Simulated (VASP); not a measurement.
Level of theory: PBEsol GGA, VASP's PBE PAW potentials (set 64) (plane waves; VASP 6.6.1).

VASP ran on this input.

**INCAR**
```
SYSTEM = HfV3N4
PREC = Accurate
ENCUT = 520
EDIFF = 1E-6
NELM = 100
ALGO = Normal
LREAL = .FALSE.
LASPH = .TRUE.
ISMEAR = 1
SIGMA = 0.1
GGA = PS
LMAXMIX = 6
LWAVE = .FALSE.
LCHARG = .FALSE.
IBRION = 2
ISIF = 3
NSW = 60
EDIFFG = -0.01
```

File KPOINTS:
```
Automatic mesh
0
Gamma
8 8 8
0 0 0
```

POSCAR:
```
HfV3N4
1
    4.2350000000     0.0000000000     0.0000000000
    0.0000000000     4.2350000000     0.0000000000
    0.0000000000     0.0000000000     4.2350000000
V N Hf
3 4 1
Direct
  0.0000000000   0.0000000000   0.0000000000
  0.5000000000   0.5000000000   0.0000000000
  0.5000000000   0.0000000000   0.5000000000
  0.5000000000   0.5000000000   0.5000000000
  0.0000000000   0.0000000000   0.5000000000
  0.0000000000   0.5000000000   0.0000000000
  0.5000000000   0.0000000000   0.0000000000
  0.0000000000   0.5000000000   0.5000000000
```

POTCAR, in this order: V_sv N Hf_pv (PBE.64 set). Program: vasp_std.

Output of the run:

OSZICAR:
```
       N       E                     dE             d eps       ncg     rms          rms(c)
DAV:   1     0.876490709648E+03    0.87649E+03   -0.38238E+04  2886   0.186E+03
DAV:   2     0.661508323739E+01   -0.86988E+03   -0.85299E+03  2915   0.577E+02
DAV:   3    -0.992456177559E+02   -0.10586E+03   -0.10363E+03  3789   0.164E+02
DAV:   4    -0.103708110886E+03   -0.44625E+01   -0.44394E+01  3452   0.338E+01
DAV:   5    -0.103803563086E+03   -0.95452E-01   -0.94676E-01  3628   0.497E+00    0.901E+01
DAV:   6    -0.913474080349E+02    0.12456E+02   -0.25076E+02  3571   0.866E+01    0.421E+01
DAV:   7    -0.869560839803E+02    0.43913E+01   -0.15333E+02  3717   0.710E+01    0.470E+01
DAV:   8    -0.840247596872E+02    0.29313E+01   -0.17655E+01  3484   0.268E+01    0.960E+00
DAV:   9    -0.840341585936E+02   -0.93989E-02   -0.10613E+00  3539   0.456E+00    0.605E+00
DAV:  10    -0.840236856966E+02    0.10473E-01   -0.26508E-01  3444   0.344E+00    0.299E+00
DAV:  11    -0.840195786894E+02    0.41070E-02   -0.15483E-02  3628   0.850E-01    0.938E-01
DAV:  12    -0.840187051591E+02    0.87353E-03   -0.47270E-03  3705   0.390E-01    0.805E-02
DAV:  13    -0.840186879510E+02    0.17208E-04   -0.36728E-04  3756   0.120E-01    0.148E-01
DAV:  14    -0.840186907896E+02   -0.28385E-05   -0.21042E-04  3698   0.882E-02    0.386E-02
DAV:  15    -0.840186787005E+02    0.12089E-04   -0.13266E-04  3748   0.659E-02    0.151E-02
DAV:  16    -0.840186784073E+02    0.29318E-06   -0.37284E-06  2857   0.108E-02
   1 F= -.84018678E+02 E0= -.84018871E+02  d E =-.840187E+02
       N       E                     dE             d eps       ncg     rms          rms(c)
DAV:   1    -0.855863444415E+02   -0.15677E+01   -0.38664E+01  2895   0.547E+01    0.195E+01
DAV:   2    -0.844190008679E+02    0.11673E+01   -0.13048E+01  2936   0.262E+01    0.499E+00
DAV:   3    -0.840683818021E+02    0.35062E+00   -0.35590E+00  3084   0.113E+01    0.335E+00
DAV:   4    -0.839808997552E+02    0.87482E-01   -0.44976E-01  2952   0.502E+00    0.110E+00
DAV:   5    -0.839775978687E+02    0.33019E-02   -0.26756E-02  3803   0.939E-01    0.132E+00
DAV:   6    -0.839792728363E+02   -0.16750E-02   -0.28508E-02  3388   0.839E-01    0.500E-01
DAV:   7    -0.839764294252E+02    0.28434E-02   -0.69772E-03  3599   0.410E-01    0.393E-01
DAV:   8    -0.839760996606E+02    0.32976E-03   -0.22580E-03  3492   0.202E-01    0.150E-01
DAV:   9    -0.839760859706E+02    0.13690E-04   -0.50926E-05  3552   0.445E-02    0.102E-01
DAV:  10    -0.839760713622E+02    0.14608E-04   -0.94776E-05  3763   0.580E-02    0.402E-02
DAV:  11    -0.839760716944E+02   -0.33217E-06   -0.22670E-06  2433   0.108E-02
   2 F= -.83976072E+02 E0= -.83976208E+02  d E =0.426067E-01
       N       E                     dE             d eps       ncg     rms          rms(c)
DAV:   1    -0.847111627514E+02   -0.73509E+00   -0.15812E+01  2883   0.357E+01    0.126E+01
DAV:   2    -0.843394206382E+02    0.37174E+00   -0.77138E+00  3133   0.191E+01    0.384E+00
DAV:   3    -0.840676055769E+02    0.27182E+00   -0.19136E+00  3182   0.830E+00    0.200E+00
DAV:   4    -0.840430720637E+02    0.24534E-01   -0.13131E-01  2915   0.258E+00    0.531E-01
DAV:   5    -0.840414394900E+02    0.16326E-02   -0.12104E-02  3799   0.614E-01    0.622E-01
DAV:   6    -0.840416891842E+02   -0.24969E-03   -0.61561E-03  3381   0.386E-01    0.310E-01
DAV:   7    -0.840409879454E+02    0.70124E-03   -0.38726E-03  3362   0.300E-01    0.168E-01
DAV:   8    -0.840409726499E+02    0.15295E-04   -0.42990E-04  3331   0.106E-01    0.637E-02
DAV:   9    -0.840409742034E+02   -0.15535E-05   -0.26713E-05  3438   0.314E-02    0.287E-02
DAV:  10    -0.840409726942E+02    0.15092E-05   -0.27747E-05  3146   0.258E-02    0.177E-02
DAV:  11    -0.840409723696E+02    0.32462E-06   -0.30459E-06  2209   0.107E-02
   3 F= -.84040972E+02 E0= -.84041140E+02  d E =-.222940E-01
```

File OUTCAR:
```
------------------------ aborting loop because EDIFF is reached ----------------------------------------
  FORCE on cell =-STRESS in cart. coord.  units (eV):
  Direction    XX          YY          ZZ          XY          YZ          ZX
  --------------------------------------------------------------------------------------
  Total       -0.0219823     -0.0219823     -0.0219823     -0.0000000      0.0000000     -0.0000000
  in kB       -0.4718013     -0.4718013     -0.4718013     -0.0000000      0.0000000     -0.0000000
  external PRESSURE =      -0.4718013 kB  Pullay stress =       0.0000000 kB
  volume of cell :       74.65
      direct lattice vectors                 reciprocal lattice vectors
     4.210579034  0.000000000  0.000000000     0.237497026 -0.000000000 -0.000000000
     0.000000000  4.210579034 -0.000000000    -0.000000000  0.237497026  0.000000000
     0.000000000 -0.000000000  4.210579034    -0.000000000  0.000000000  0.237497026
 POSITION                                       TOTAL-FORCE (eV/Angst)
 -----------------------------------------------------------------------------------
      0.00000      0.00000      0.00000         0.000000      0.000000      0.000000
      2.10529      2.10529     -0.00000        -0.000000     -0.000000      0.000000
      2.10529     -0.00000      2.10529         0.000000      0.000000      0.000000
      2.10529      2.10529      2.10529         0.000000     -0.000000      0.000000
      0.00000     -0.00000      2.10529         0.000000     -0.000000      0.000000
      0.00000      2.10529     -0.00000        -0.000000     -0.000000      0.000000
      2.10529      0.00000      0.00000         0.000000     -0.000000      0.000000
      0.00000      2.10529      2.10529         0.000000     -0.000000      0.000000
 -----------------------------------------------------------------------------------
    total drift:                                0.000000     -0.000000     -0.000000
  FREE ENERGIE OF THE ION-ELECTRON SYSTEM (eV)
  ---------------------------------------------------
  free  energy   TOTEN  =       -84.0409723696 eV

  energy  without entropy=      -84.0414756562  energy(sigma->0) =      -84.04114013

 reached required accuracy - stopping structural energy minimisation
```
(Selected blocks of OUTCAR.)

CONTCAR:
```
HfV3N4
   1.00000000000000
     4.2105790338193527    0.0000000000000000    0.0000000000000000
     0.0000000000000000    4.2105790338193527   -0.0000000000000000
     0.0000000000000000   -0.0000000000000000    4.2105790338193527
  V               N               Hf
     3     4     1
Direct
     0.0000000000000000    0.0000000000000000    0.0000000000000000
     0.5000000000000000    0.5000000000000000    0.0000000000000000
     0.5000000000000000    0.0000000000000000    0.5000000000000000
     0.5000000000000000    0.5000000000000000    0.5000000000000000
     0.0000000000000000    0.0000000000000000    0.5000000000000000
     0.0000000000000000    0.5000000000000000    0.0000000000000000
     0.5000000000000000    0.0000000000000000    0.0000000000000000
     0.0000000000000000    0.5000000000000000    0.5000000000000000
```

The structure was generated: HfV3N4 was put into an ordered model structure (Pm-3m), which need not be its known phase. This run relaxes it. Symmetry was kept, so distortions that lower it aren't found. The run is not spin-polarised, so no magnetic state was tried. The electron count is odd and the run is not spin-polarised, which forces a metal.
